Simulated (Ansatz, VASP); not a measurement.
# BN: VASP beside Ansatz

Aim: how closely do two programs agree when they are given the same cell, functional and k mesh? The cell is taken from a series of runs on this material, whose earlier steps may have relaxed, scaled, displaced or heated it; both programs get it as it stands.

Program: Ansatz 0.2.0. Level of theory: plane waves, with VASP 6.6.1 beside it; zone-centre phonons at PBE. Results are calculated unless marked as measured.

## Step 1: Starting point

Symmetry: P6_3/mmc, No. 194, hexagonal system. Conventional cell: a = 2.512 Å, b = 2.512 Å, c = 8.495 Å, α = 90.00°, β = 90.00°, γ = 120.00°. Nearest to B lie 3 N at 1.45 Å. N has 3 B at 1.45 Å nearest. Farther neighbours and most contacts between anions are not listed.

## Step 2: Ansatz: zone-centre phonons, PBE, pair 1

Ansatz runs on its default PAW (the set named soft_2) files.

Second derivatives magnify differences that forces hide, and they need a tight electronic threshold.

The input, input.yaml:

```yaml
crystal:
  lattice:
    - [2.5121538151, 0.0, 0.0]
    - [-1.2560769076, 2.175589022, 0.0]
    - [0.0, 0.0, 8.4946775513]
  atoms:
    - { symbol: B, position: [0.3333333333, 0.6666666667, 0.25] }
    - { symbol: B, position: [0.6666666667, 0.3333333333, 0.75] }
    - { symbol: "N", position: [0.3333333333, 0.6666666667, 0.75] }
    - { symbol: "N", position: [0.6666666667, 0.3333333333, 0.25] }
total_charge: 0.04
kpoints:
  mp_grid: { grid: [15, 15, 4] }
hamiltonian:
  xc: pbe
scf:
  occupations: { method: fermi_dirac, width: 0.026 }
  n_extra_bands: 10
output:
  eigenvalues: true
phonons:
  method: dfpt
```

Command:

```console
$ ansatz run input.yaml --threads 4 --pin off --max-ram 8192MiB --backend cpu --events-out ev --progress --plain --runs-dir out
```

Numbers of over 12 decimals in the logs are rounded to 6 here.

What it wrote:

```text
scf.n_extra_bands = 10 over 8 filled bands (N_el = 16.0): the run solves 18 bands
zone centre: on kpoints.mp_grid the ground state, and the responses unless they are solved on pairs of k-points, stand on 192 of the mesh's 900 k-points, reduced under 4 symmetry operations, with k and −k counted as one. Each operation leaves every solved displacement unchanged or reverses it
Engine: ansatz 0.2.0, aarch64-unknown-linux-gnu
Pseudopotentials: kind: paw
Pseudopotential: B, paw, valence charge 3, recommended cutoff 420 eV (normal), B.paw.azcp
Pseudopotential: N, paw, valence charge 5, recommended cutoff 420 eV (normal), N.paw.azcp
Functional definition: PBE
  parameter kappa = 0.804
  parameter beta = 0.066725
  exchange = pbe_x(kappa = kappa, mu = beta*pi^2/3)
  correlation = pbe_c(beta = beta)
Crystal: 4 atoms, lattice volume = 46.427 Å³
Basis set: ecut = 420 eV, 899 PW (Γ), exchange–correlation on 36×36×120 points (8 copies of the dense FFT grid, shifted against one another)
Bands: 18, of which v1, the nominal top of the filled ones, is band 8 counted from 1 (7 counted from 0)
Symmetry: 24 space group operations
k-points: 192 of 900 (irreducible under 4 space group operations, time reversal used)
Non-local potential: B, projectors of the file, l = 0: 2, l = 1: 2, l = 2: 1
Non-local potential: N, projectors of the file, l = 0: 2, l = 1: 2, l = 2: 1
PAW form: soft (Blöchl's): semilocal exchange-correlation on the pseudo side does not see the compensation charge
PAW one-centre angular grid: B, 110 points (default); XC on 64 Gauss nodes
PAW one-centre angular grid: N, 110 points (default); XC on 64 Gauss nodes
Initial density: superposition of atomic densities (neutral atoms scaled as one to the charged cell's electrons: chi_scale 0, normalization atom), corrected by the library's trained network
Initial wavefunctions: pseudopotential atomic-orbital guess
Functional: x = pbe(κ = 0.804, μ = 0.219515), c = pbe(β = 0.066725)
SCF iter   1: F=—  HF=-1084.956170 eV  |F-HF|=—  |Δ(HF+E_count)|=         —  Δρ=5.05e-3  dr2=5.01e-3  ethr=1.77e-3  ⟨swp⟩=6.4  Hψ=18172  notcnv=0  defer=40
preconditioner: auto → LDOS  [insulator: Δε(μ)=0.146 eV  Ē_g=19.045 eV  σ=0.026 eV  W_gap=0.87  n_scr=6 (ndim 8)  ℏωp=21.8 eV  f_vac=0.246  D(μ)=0.25/eV (n_scr^D=2)  ε∞_Penn≈2.3  β→1.0]
SCF iter   2: F=—  HF=-1084.956602 eV  |F-HF|=—  |Δ(HF+E_count)|=   4.32e-4  Δρ=1.12e-3  dr2=5.74e-4  ethr=3.14e-5  ⟨swp⟩=2.4  Hψ=7712  notcnv=0  defer=673
SCF iter   3: F=—  HF=-1084.956397 eV  |F-HF|=—  |Δ(HF+E_count)|=   2.05e-4  Δρ=4.68e-4  dr2=8.22e-5  ethr=3.60e-6  ⟨swp⟩=2.0  Hψ=4831  notcnv=0  defer=673
SCF iter   4: F=—  HF=-1084.956375 eV  |F-HF|=—  |Δ(HF+E_count)|=   2.19e-5  Δρ=7.31e-5  dr2=1.38e-6  ethr=5.15e-7  ⟨swp⟩=2.1  Hψ=4118  notcnv=0  defer=673
SCF iter   5: F=—  HF=-1084.956375 eV  |F-HF|=—  |Δ(HF+E_count)|=   1.37e-8  Δρ=1.31e-5  dr2=3.72e-8  ethr=8.64e-9  ⟨swp⟩=2.4  Hψ=4338  notcnv=0  defer=673
SCF iter   6: F=—  HF=-1084.956376 eV  |F-HF|=—  |Δ(HF+E_count)|=   4.96e-8  Δρ=8.31e-7  dr2=1.11e-10  ethr=2.33e-10  ⟨swp⟩=2.1  Hψ=4141  notcnv=0  defer=673
SCF iter   7: F=-1084.956376 eV  HF=-1084.956376 eV  |F-HF|=5.00e-12  |Δ(HF+E_count)|=  6.04e-10  Δρ=1.15e-7  dr2=2.20e-12  ethr=1.00e-12  ⟨swp⟩=10.3  Hψ=17344  notcnv=0
SCF 1 converged in 7 iterations: F = -1084.956376 eV  dr2 = 2.20e-12
  greatest PAW one-centre occupation: 0.796 electrons in one spin orbital (limit 2), on the N atom at site 3 (counted from 0), in its partial waves of l = 0
DFPT response loops at Γ: preconditioner auto → none (partly filled bands, converged f_vac=0.242); β = 0.50; Broyden in place of MSR1
SCF converged after 7 iterations
Free energy (F): -1084.956376 eV
Harris-Foulkes:  -1084.956376 eV  (|F-HF|=5.00e-12)
Internal energy: -1084.955653 eV  (E = F + TS)
E sigma→0 (E₀):  -1084.956014 eV
Entropy (-TS):   -0.000722 eV (-0.181 meV/atom)
Fermi energy:    2.277321 eV
--- Per-component energies (eV) ---
  E_band       = -75.915305
  E_kinetic    = 364.800637
  E_local      = -980.540344  (includes V_loc(G=0)·N_el)
  E_nonlocal   = 115.378507
  E_hartree    = 348.801382
  E_xc         = -183.581027
  E_vxc        = -227.664831  (∫ρ·V_xc dr)
  E_paw        = -413.462940  (= ΣΔE_a)
  E_vpaw       = -45.492213  (= ΣTr[D̂ρ^β])
  E_aug_tail   = 0.000196  (compensation charges beyond the density's cutoff)
  E_ewald      = -336.352064
  E_smearing   = -0.000722  (= −TS)
  E_closure    = 0.000000  (closes the sum)
  E_deformation_potential = 0.422936  (in the stress; not in F)
  Σ components = -1084.956376   (vs F -1084.956376, Δ=0.00e0)
--- Band table (eV; the first three rows and the last of 192) ---
  k-point 0: bands = [... 4 lower, 1.0150, 1.0150, 1.0157, 1.0157, 6.8110, 10.0275, 12.2624, 13.9137, ... 6 higher]
  k-point 1: bands = [... 4 lower, 1.0147, 1.0147, 1.0155, 1.0155, 7.1372, 9.2319, 12.9592, 13.9156, ... 6 higher]
  k-point 2: bands = [... 4 lower, 1.0148, 1.0148, 1.0148, 1.0148, 8.0278, 8.0278, 13.8795, 13.8795, ... 6 higher]
  k-point 191: bands = [... 4 lower, -3.0115, -3.0115, 0.8743, 0.8743, 8.4670, 8.4670, 12.8691, 12.8691, ... 6 higher]
--- Phonons (Γ-DFPT): 4 representative perturbations + reference, on 192 of 900 k-points (Σ response iterations 12) ---
  k mesh reduced under 4 symmetry operations, with k and −k counted as one. Each operation leaves every solved displacement unchanged or reverses it
  ASR residual: 4.289e-4 → 0.000e0 eV/Å²; symmetrization residual: 9.773e-7 eV/Å²
  ASR residual per site (eV/Å²): 4.29e-4 4.29e-4 3.74e-4 3.74e-4
  Γ frequencies (cm⁻¹): 0.00 0.00 0.00 10.86 10.86 24.79 776.18 801.19 1345.65 1345.65 1346.28 1346.28
  non-analytic LO–TO correction: not included (Born effective charges unavailable; polar crystals: no LO–TO splitting at Γ)
```

## Step 3: VASP: zone-centre phonons, PBE, pair 1

The same cell, functional, mesh and smearing now go to VASP, with its own data sets.

Lines of VASP's logs that name or quote its potential files are left out, and so is its time.

The input, INCAR:

```
SYSTEM = BN
PREC = Accurate
ENCUT = 600
EDIFF = 1E-08
NELM = 120
ISMEAR = -1
SIGMA = 0.026
LREAL = .FALSE.
ALGO = Normal
GGA = PE
NELECT = 15.96
NBANDS = 13
LORBIT = 11
LWAVE = .FALSE.
LCHARG = .FALSE.
ISIF = 2
IBRION = 8
LASPH = .TRUE.
GGA_COMPAT = .FALSE.
KPAR = 2
```

The input, POSCAR:

```
BN
1.0
    2.5121538151      0.0000000000      0.0000000000
   -1.2560769076      2.1755890220      0.0000000000
    0.0000000000      0.0000000000      8.4946775513
B N
2 2
Direct
    0.3333333334      0.6666666668      0.2500000000
    0.6666666668      0.3333333334      0.7500000000
    0.3333333334      0.6666666668      0.7500000000
    0.6666666668      0.3333333334      0.2500000000
```

The input, KPOINTS:

```
Automatic mesh
0
Gamma
15 15 4
0 0 0
```

PAW data sets: B and N (PBE family, release 64).

Command:

```console
$ mpirun -np 2 vasp_std
```

What it wrote:

```text
[banner, memory and clock lines left out]
running    2 mpi-ranks, on    1 nodes
 distrk:  each k-point on    1 cores,    2 groups
 distr:  one band on    1 cores,    1 groups

 POSCAR found type information on POSCAR B N
 POSCAR found :  2 types and       4 ions
 LDA part: xc-table for (Slater+PW92), standard interpolation
 POSCAR, INCAR and KPOINTS ok, starting setup
 FFT: planning ... GRIDC
 FFT: planning ... GRID_SOFT
 FFT: planning ... GRID
 WAVECAR not read
 entering main loop
       N       E                     dE             d eps       ncg     rms          rms(c)
DAV:   1     0.801732741765E+02    0.80173E+02   -0.79786E+03  2114   0.115E+03
DAV:   2    -0.324707264366E+02   -0.11264E+03   -0.10066E+03  2982   0.271E+02
DAV:   3    -0.387519838721E+02   -0.62813E+01   -0.62302E+01  2771   0.677E+01
DAV:   4    -0.388359472561E+02   -0.83963E-01   -0.83904E-01  2614   0.833E+00
DAV:   5    -0.388374164110E+02   -0.14692E-02   -0.14687E-02  2791   0.108E+00BRMIX: very serious problems
 the old and the new charge density differ
 old charge density:    16.00000 new   15.96000
BRMIX: very serious problems
 the old and the new charge density differ
 old charge density:    16.00000 new   15.96000
    0.111E+01
DAV:   6    -0.356638120610E+02    0.31736E+01   -0.72701E+00  2556   0.223E+01    0.499E+00
DAV:   7    -0.353404109294E+02    0.32340E+00   -0.53148E-01  2706   0.611E+00    0.310E+00
DAV:   8    -0.352331435005E+02    0.10727E+00   -0.36131E-01  2711   0.424E+00    0.491E-01
DAV:   9    -0.352303343061E+02    0.28092E-02   -0.18268E-02  2551   0.116E+00    0.195E-01
DAV:  10    -0.352321544482E+02   -0.18201E-02   -0.17065E-03  2376   0.368E-01    0.438E-02
DAV:  11    -0.352323665261E+02   -0.21208E-03   -0.22549E-04  2606   0.152E-01    0.310E-02
DAV:  12    -0.352323689098E+02   -0.23837E-05   -0.48412E-05  2511   0.615E-02    0.506E-03
DAV:  13    -0.352323694332E+02   -0.52334E-06   -0.30411E-06  2776   0.147E-02    0.138E-03
DAV:  14    -0.352323696617E+02   -0.22852E-06   -0.24248E-07  2506   0.472E-03    0.554E-04
DAV:  15    -0.352323696614E+02    0.26671E-09   -0.42315E-09  2153   0.703E-04
   1 F= -.35232370E+02 E0= -.35232009E+02  d E =-.721622E-03
 Linear response reoptimize wavefunctions to high precision
DAV:   1    -0.352323696588E+02    0.26539E-08   -0.22349E-09  2276   0.416E-04
DAV:   2    -0.352323696588E+02   -0.12960E-10   -0.15710E-10  1668   0.155E-04
 Linear response DOF=           4
 Linear response progress:
  Degree of freedom:   1/  4
       N       E                     dE             d eps       ncg     rms          rms(c)
RMM:   1    -0.516058502418E-01   -0.51606E-01   -0.37211E-02 19731   0.170E+00
RMM:   2    -0.415300305574E-01    0.10076E-01   -0.47743E-03 14700   0.430E-01    0.205E-01
RMM:   3    -0.406912948142E-01    0.83874E-03    0.36540E-03 14846   0.143E-01    0.113E-01
RMM:   4    -0.410067612957E-01   -0.31547E-03    0.35611E-03 14294   0.147E-01    0.127E-02
RMM:   5    -0.413966397990E-01   -0.38988E-03   -0.14034E-04 15663   0.221E-02    0.196E-03
RMM:   6    -0.413826071515E-01    0.14033E-04   -0.23284E-05 16146   0.287E-03    0.821E-04
RMM:   7    -0.413739168374E-01    0.86903E-05   -0.13521E-05 15634   0.157E-03    0.100E-04
RMM:   8    -0.413738416200E-01    0.75217E-07    0.53270E-06 16576   0.274E-04    0.556E-05
RMM:   9    -0.413739766426E-01   -0.13502E-06    0.20499E-06 15849   0.167E-04    0.152E-05
RMM:  10    -0.413739276828E-01    0.48960E-07    0.27677E-06 16409   0.943E-05    0.297E-06
RMM:  11    -0.413739378247E-01   -0.10142E-07    0.28840E-06 15715   0.794E-05    0.161E-06
RMM:  12    -0.413739130674E-01    0.24757E-07    0.30136E-06 15617   0.754E-05    0.438E-07
RMM:  13    -0.413739117717E-01    0.12957E-08    0.26865E-06 12237   0.733E-05    0.138E-07
RMM:  14    -0.413739109448E-01    0.82689E-09    0.28494E-06 11316   0.731E-05    0.708E-08
 first order change of Fermi-energy  -0.10678E-03
 force on displaced ion       1 direction 1 : -40.555   0.002   0.000
 Linear response progress:
  Degree of freedom:   2/  4
       N       E                     dE             d eps       ncg     rms          rms(c)
RMM:   1    -0.493304612899E-01   -0.49330E-01    0.39414E-02  5164   0.137E+00
RMM:   2    -0.498547114306E-01   -0.52425E-03   -0.94505E-04  4350   0.228E-01    0.142E-01
RMM:   3    -0.495541968237E-01    0.30051E-03   -0.84270E-05  4650   0.608E-02    0.848E-02
RMM:   4    -0.493554358775E-01    0.19876E-03   -0.10806E-04  4412   0.684E-02    0.846E-03
RMM:   5    -0.492394108918E-01    0.11602E-03   -0.22071E-05  4365   0.236E-02    0.272E-03
RMM:   6    -0.492236742367E-01    0.15737E-04   -0.25570E-06  4562   0.786E-03    0.114E-03
RMM:   7    -0.492326971410E-01   -0.90229E-05   -0.66651E-07  4582   0.300E-03    0.448E-04
RMM:   8    -0.492363327650E-01   -0.36356E-05   -0.32932E-07  4664   0.131E-03    0.877E-05
RMM:   9    -0.492371636054E-01   -0.83084E-06   -0.54332E-08  4696   0.246E-04    0.359E-05
RMM:  10    -0.492372444685E-01   -0.80863E-07    0.91044E-10  4751   0.165E-04    0.949E-06
RMM:  11    -0.492372643243E-01   -0.19856E-07   -0.44642E-08  5072   0.786E-05    0.350E-06
RMM:  12    -0.492372669400E-01   -0.26157E-08   -0.55212E-08  4917   0.716E-05    0.953E-07
 first order change of Fermi-energy   0.22711E-04
 force on displaced ion       1 direction 3 :  -0.000   0.000 -14.024
 Linear response progress:
  Degree of freedom:   3/  4
       N       E                     dE             d eps       ncg     rms          rms(c)
RMM:   1    -0.237217328355E+00   -0.23722E+00    0.18040E-01 16847   0.357E+00
RMM:   2    -0.232381366355E+00    0.48360E-02   -0.61488E-03 14392   0.625E-01    0.268E-01
RMM:   3    -0.233338009127E+00   -0.95664E-03   -0.92136E-04 13803   0.246E-01    0.144E-01
RMM:   4    -0.235866739193E+00   -0.25287E-02   -0.10143E-03 13155   0.228E-01    0.258E-02
RMM:   5    -0.235914780257E+00   -0.48041E-04   -0.24567E-04 15828   0.462E-02    0.164E-03
RMM:   6    -0.235898831778E+00    0.15948E-04   -0.17892E-05 16218   0.501E-03    0.106E-03
RMM:   7    -0.235886066122E+00    0.12766E-04   -0.76532E-06 15459   0.176E-03    0.367E-04
RMM:   8    -0.235891381961E+00   -0.53158E-05   -0.10466E-06 15077   0.699E-04    0.515E-05
RMM:   9    -0.235892225423E+00   -0.84346E-06    0.37384E-06 16204   0.318E-04    0.171E-05
RMM:  10    -0.235891966576E+00    0.25885E-06   -0.25021E-06 16527   0.189E-04    0.455E-06
RMM:  11    -0.235891934028E+00    0.32549E-07    0.67660E-07 15911   0.165E-04    0.230E-06
RMM:  12    -0.235891920353E+00    0.13674E-07    0.15925E-06 15109   0.161E-04    0.925E-07
RMM:  13    -0.235891906597E+00    0.13756E-07    0.11732E-06 14011   0.160E-04    0.354E-07
RMM:  14    -0.235891892558E+00    0.14039E-07    0.14531E-06 12696   0.159E-04    0.125E-07
RMM:  15    -0.235891897393E+00   -0.48353E-08    0.12120E-06 12154   0.159E-04    0.245E-08
 first order change of Fermi-energy   0.14280E-03
 force on displaced ion       3 direction 1 : -40.561   0.002   0.000
 Linear response progress:
  Degree of freedom:   4/  4
       N       E                     dE             d eps       ncg     rms          rms(c)
RMM:   1    -0.270828284379E+00   -0.27083E+00    0.16908E-01  4672   0.320E+00
RMM:   2    -0.271967569085E+00   -0.11393E-02   -0.28281E-03  4074   0.387E-01    0.193E-01
RMM:   3    -0.272147914894E+00   -0.18035E-03   -0.16851E-03  4182   0.260E-01    0.872E-02
RMM:   4    -0.273127211648E+00   -0.97930E-03   -0.89956E-04  4190   0.178E-01    0.146E-02
RMM:   5    -0.272963279276E+00    0.16393E-03   -0.22713E-05  4544   0.366E-02    0.257E-03
RMM:   6    -0.272990054960E+00   -0.26776E-04   -0.11968E-06  4721   0.665E-03    0.710E-04
RMM:   7    -0.272982618850E+00    0.74361E-05   -0.11244E-07  4590   0.285E-03    0.232E-04
RMM:   8    -0.272984230297E+00   -0.16114E-05   -0.27053E-08  4593   0.852E-04    0.114E-04
RMM:   9    -0.272983647946E+00    0.58235E-06   -0.43120E-09  4796   0.370E-04    0.239E-05
RMM:  10    -0.272983353876E+00    0.29407E-06    0.14565E-08  4781   0.152E-04    0.947E-06
RMM:  11    -0.272983508700E+00   -0.15482E-06    0.15319E-08  4781   0.127E-04    0.159E-06
RMM:  12    -0.272983490988E+00    0.17712E-07    0.19503E-08  4814   0.113E-04    0.593E-07
RMM:  13    -0.272983481086E+00    0.99011E-08    0.15385E-08  4419   0.110E-04    0.154E-07
 first order change of Fermi-energy   0.39464E-04
 force on displaced ion       3 direction 3 :  -0.000   0.000 -13.988
 Linear response finished
```

(Part 1 of 2 ends here.)

[Lines on the potential files, build, host, timing and source positions are cut from VASP's logs without a mark.]

[Logs are printed without paths, hosts, clocks, repeated set-up lines and the standing remarks that a program may print on its own settings, such as how far it seeks lower states.]

[Hosts, paths, dates, database ids (printed as entryN), source tags and the programs' standing remarks are cut or masked in the printed files.]
